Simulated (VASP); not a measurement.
Here is a VASP 6.6.1 calculation.

File INCAR:

```
SYSTEM = NaMgF3
ALGO = Normal ; EDIFF = 1E-7
ENCUT = 520 ; GGA = CA
ISIF = 2 ; ISMEAR = 0
LASPH = .True. ; LCHARG = .False.
LREAL = .False. ; LWAVE = .False.
NBANDS = 23 ; NELM = 100
PREC = Accurate ; SIGMA = 0.05
```

The input KPOINTS:

```
k-points
0
Gamma
  6 6 6
  0 0 0
```

POSCAR

```
NaMgF3
1.0
    3.9508390000      0.0000000000      0.0000000000
    0.0000000000      3.9508390000      0.0000000000
    0.0000000000      0.0000000000      3.9508390000
Na Mg F
1 1 3
Direct
    0.0000000000      0.0000000000      0.0000000000
    0.5000000000      0.5000000000      0.5379666192
    0.5000000000      0.5000000000      0.0000000000
    0.5000000000      0.0000000000      0.5000000000
    0.0000000000      0.5000000000      0.5000000000
```

Potentials or basis: VASP PAW LDA potentials, release 64 (Na_pv, Mg, F).

Launch:

```sh
$ cat potpaw_LDA.64/Na_pv/POTCAR potpaw_LDA.64/Mg/POTCAR potpaw_LDA.64/F/POTCAR > POTCAR
$ mpirun -np 1 vasp_std > vasp.out
```

Task: Predict the band gap on the k mesh.

Result: 5.57 eV, indirect (least direct gap 6.05 eV).

Task: What does it give for the pressure?

Result: -6.4 GPa.

Stress tensor (GPa, compression positive):
```
-7.56  0.00  0.00
 0.00 -7.56  0.00
 0.00  0.00 -4.12
```

Caveat: forces of over 1 eV/Å show positions far from the minimum, so gaps and moduli don't describe the material at rest. A k mesh can miss the band edges.
